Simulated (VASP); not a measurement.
Calculation: AM05 GGA, VASP's PBE PAW potentials (set 64) (plane waves; VASP).

VASP ran on this input.

File KPOINTS:
```
Automatic mesh
0
Gamma
13 13 13
0 0 0
```

### POSCAR
```
CoGa
1
    2.7787380342     0.0000000000     0.0000000000
    0.0000000000     2.7787380342     0.0000000000
    0.0000000000     0.0000000000     2.7787380342
Ga Co
1 1
Direct
  0.5000000000   0.5000000000   0.5000000000
  0.0000000000   0.0000000000   0.0000000000
```

### INCAR
```
SYSTEM = CoGa
PREC = Accurate; ENCUT = 520; LREAL = .FALSE.
LASPH = .TRUE.
EDIFF = 1E-7; NELM = 100; ALGO = Normal
LMAXMIX = 4
ISMEAR = 1; SIGMA = 0.1
GGA = AM
ISIF = 2
LWAVE = .FALSE.; LCHARG = .FALSE.
```

POTCAR, in this order: Ga_d Co (PBE.64 set). Program: vasp_std.

Q: What will the output report for the number of irreducible k-points (NKPTS), largest plane-wave count, number of space-group operations, FFT grid (NGX, NGY, NGZ)?

A: 
number of irreducible k-points (NKPTS): 84
largest plane-wave count: 591
number of space-group operations: 48
FFT grid (NGX, NGY, NGZ): 24 × 24 × 24

The compound is CoGa in the CsCl type structure. This cell is one point of a volume scan, at 0.94 of the reference volume. The run is not spin-polarised, so no magnetic state was tried.
